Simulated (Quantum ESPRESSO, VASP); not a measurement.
The input files of a VASP run:

INCAR:
```
! general
SYSTEM  = TiAl
PREC    = Accurate
ENCUT   = 300
LREAL   = F
LASPH   = T

! electronic loop
EDIFF   = 1E-6
NELM    = 100
ALGO    = Normal
LMAXMIX = 4

! smearing
ISMEAR  = -1
SIGMA   = 0.136

! functional
GGA     = PE

! ions
ISIF    = 2

! output
LWAVE   = F
LCHARG  = F
```

File POSCAR:
```
TiAl
4.070
  0.6953316953   0.0000000000   0.0000000000
  0.0000000000   0.6953316953   0.0000000000
  0.0000000000   0.0000000000   1.0000000000
Ti Al
1 1
Cart
  0.0025845479  -0.0106872482   0.0118520000
  0.3450812998   0.3583530958   0.4881480000
```

KPOINTS:
```
K-points
0
G
 4 4 3
0 0 0
```

POTCAR, in this order: Ti_sv Al (PBE.64 set). Program: vasp_std.

Task: Write an input for Quantum ESPRESSO that does the same calculation.

Result: One input that does it (PBE, SSSP 1.1.2 efficiency (PBE) pseudopotentials):
```
&control
    calculation = 'scf'
    prefix = 'TiAl'
    outdir = './work'
    pseudo_dir = './'
    tprnfor = .true.
    tstress = .true.
/
&system
    ibrav = 0
    nat = 2
    ntyp = 2
    ecutwfc = 50
    ecutrho = 400
    occupations = 'smearing'
    smearing = 'fermi-dirac'
    degauss = 0.0099958
/
&electrons
    conv_thr = 1.0d-9
    mixing_beta = 0.7
/
ATOMIC_SPECIES
Ti    47.8670  ti_pbe_v1.4.uspp.F.UPF
Al    26.9815  Al.pbe-n-kjpaw_psl.1.0.0.UPF
ATOMIC_POSITIONS bohr
Ti    0.0198782370   -0.0821976062    0.0911559285
Al    2.6540842294    2.7561600726    3.7544367351
K_POINTS automatic
4 4 3  0 0 0
CELL_PARAMETERS bohr
   5.3479249327     0.0000000000     0.0000000000
   0.0000000000     5.3479249327     0.0000000000
   0.0000000000     0.0000000000     7.6911853272
```
Both are inputs of real runs that ended normally. What can't carry over is the choice of potentials or basis and its cut-off, and each code's defaults.

The structure is a typed TiAl crystal. The cell was not relaxed at this level, atoms are displaced from their ideal sites, and it may have been scaled.
